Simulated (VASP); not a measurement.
Output of a VASP run:

File OSZICAR:
```
       N       E                     dE             d eps       ncg     rms          rms(c)
DAV:   1     0.122197904133E+03    0.12220E+03   -0.13600E+04  7414   0.403E+03
DAV:   2    -0.132593004848E+02   -0.13546E+03   -0.13316E+03  7076   0.482E+02
DAV:   3    -0.292757586357E+02   -0.16016E+02   -0.15831E+02  7926   0.129E+02
DAV:   4    -0.296867524133E+02   -0.41099E+00   -0.40894E+00  8140   0.242E+01
DAV:   5    -0.296929572057E+02   -0.62048E-02   -0.62041E-02  7786   0.300E+00    0.229E+00
DAV:   6    -0.269763485612E+02    0.27166E+01   -0.41239E-01  8766   0.126E+01    0.128E+00
DAV:   7    -0.268367630804E+02    0.13959E+00   -0.34215E-01  7618   0.680E+00    0.543E-01
DAV:   8    -0.270221437868E+02   -0.18538E+00   -0.15304E-01  7102   0.321E+00    0.140E-01
DAV:   9    -0.270235381012E+02   -0.13943E-02   -0.95349E-03  7442   0.774E-01    0.685E-02
DAV:  10    -0.270233605972E+02    0.17750E-03   -0.80842E-03  7394   0.119E+00    0.496E-02
DAV:  11    -0.270250577089E+02   -0.16971E-02   -0.71742E-03  7136   0.641E-01    0.326E-02
DAV:  12    -0.270261676752E+02   -0.11100E-02   -0.57869E-04  7276   0.276E-01    0.121E-02
DAV:  13    -0.270262212253E+02   -0.53550E-04   -0.78283E-05  7390   0.107E-01    0.341E-03
DAV:  14    -0.270262666064E+02   -0.45381E-04   -0.30530E-05  7148   0.645E-02    0.192E-03
DAV:  15    -0.270262456140E+02    0.20992E-04   -0.33033E-06  5692   0.248E-02    0.128E-03
DAV:  16    -0.270262567072E+02   -0.11093E-04   -0.13126E-06  5694   0.103E-02    0.516E-04
DAV:  17    -0.270262537958E+02    0.29113E-05   -0.18168E-07  3642   0.587E-03    0.162E-04
DAV:  18    -0.270262543649E+02   -0.56911E-06   -0.30016E-08  3610   0.213E-03
   1 F= -.27026254E+02 E0= -.27026369E+02  d E =-.270263E+02
       N       E                     dE             d eps       ncg     rms          rms(c)
DAV:   1    -0.270289474191E+02   -0.26936E-02   -0.37570E-02  9084   0.404E+00    0.304E-01
DAV:   2    -0.270269690113E+02    0.19784E-02   -0.24402E-03  9104   0.101E+00    0.154E-01
DAV:   3    -0.270262801099E+02    0.68890E-03   -0.11022E-03  9142   0.623E-01    0.309E-02
DAV:   4    -0.270262328831E+02    0.47227E-04   -0.20323E-04  8312   0.230E-01    0.798E-03
DAV:   5    -0.270262295626E+02    0.33205E-05   -0.14198E-04  7086   0.928E-02    0.505E-03
DAV:   6    -0.270262831544E+02   -0.53592E-04   -0.18960E-05  5522   0.305E-02    0.247E-03
DAV:   7    -0.270262880830E+02   -0.49286E-05   -0.23863E-06  5658   0.143E-02    0.422E-04
DAV:   8    -0.270262900631E+02   -0.19801E-05   -0.23058E-07  3618   0.665E-03    0.115E-04
DAV:   9    -0.270262894503E+02    0.61286E-06   -0.34456E-08  3590   0.356E-03
   2 F= -.27026289E+02 E0= -.27026408E+02  d E =-.350853E-04
```

OUTCAR:
```
------------------------ aborting loop because EDIFF is reached ----------------------------------------
  FORCE on cell =-STRESS in cart. coord.  units (eV):
  Direction    XX          YY          ZZ          XY          YZ          ZX
  --------------------------------------------------------------------------------------
  Total       -0.0107639     -0.0107639     -0.0020306      0.0000000     -0.0000000      0.0000000
  in kB       -0.4643288     -0.4643288     -0.0875942      0.0000000     -0.0000000      0.0000000
  external PRESSURE =      -0.3387506 kB  Pullay stress =       0.0000000 kB
  volume of cell :       37.14
      direct lattice vectors                 reciprocal lattice vectors
    -2.557814613  2.557814613  1.419246648     0.000000000  0.195479374  0.352299581
     2.557814613 -2.557814613  1.419246648     0.195479374  0.000000000  0.352299581
     2.557814613  2.557814613 -1.419246648     0.195479374  0.195479374  0.000000000
 POSITION                                       TOTAL-FORCE (eV/Angst)
 -----------------------------------------------------------------------------------
      2.55781      0.00000      0.70962        -0.000000      0.000000     -0.000000
      0.00000      0.00000      1.41925         0.000000     -0.000000      0.000000
 -----------------------------------------------------------------------------------
    total drift:                                0.000000     -0.000000      0.000000
  FREE ENERGIE OF THE ION-ELECTRON SYSTEM (eV)
  ---------------------------------------------------
  free  energy   TOTEN  =       -27.0262894503 eV

  energy  without entropy=      -27.0266455678  energy(sigma->0) =      -27.02640816

 reached required accuracy - stopping structural energy minimisation
```
(Selected blocks of OUTCAR.)

**POSCAR**
```
Ge
1
   -2.5551130909     2.5551130909     1.4180210427
    2.5551130909    -2.5551130909     1.4180210427
    2.5551130909     2.5551130909    -1.4180210427
Ge
2
Direct
  0.2500000000   0.7500000000   0.5000000000
  0.5000000000   0.5000000000   0.0000000000
```

**Question.** Reconstruct the remaining input files.

**Answer.** One answer among several that fit: the input of the run itself, r2SCAN meta-GGA, plane waves, VASP's PBE PAW potentials (set 64).

### KPOINTS
```
kpoints
0
G
 13 13 13
0 0 0
```

**INCAR**
```
! general
SYSTEM   =  Ge
PREC     =  Accurate
ENCUT    =  400
LREAL    =  .FALSE.
LASPH    =  .TRUE.

! electronic loop
EDIFF    =  1E-6
NELM     =  100
ALGO     =  Normal
LMAXMIX  =  4
LMIXTAU  =  .TRUE.

! smearing
ISMEAR   =  1
SIGMA    =  0.1

! functional
METAGGA  =  R2SCAN

! ions
IBRION   =  2
NSW      =  60
ISIF     =  3
EDIFFG   =  -0.01

! output
LWAVE    =  .FALSE.
LCHARG   =  .FALSE.
```

POTCAR, in this order: Ge_d (PBE.64 set). Program: vasp_std.

The structure comes from a computed database's Ge entry (I4_1/amd); how it stands against other phases isn't given here. This run relaxes it. Symmetry was kept, so distortions that lower it aren't found. The start is the result of an earlier pass.
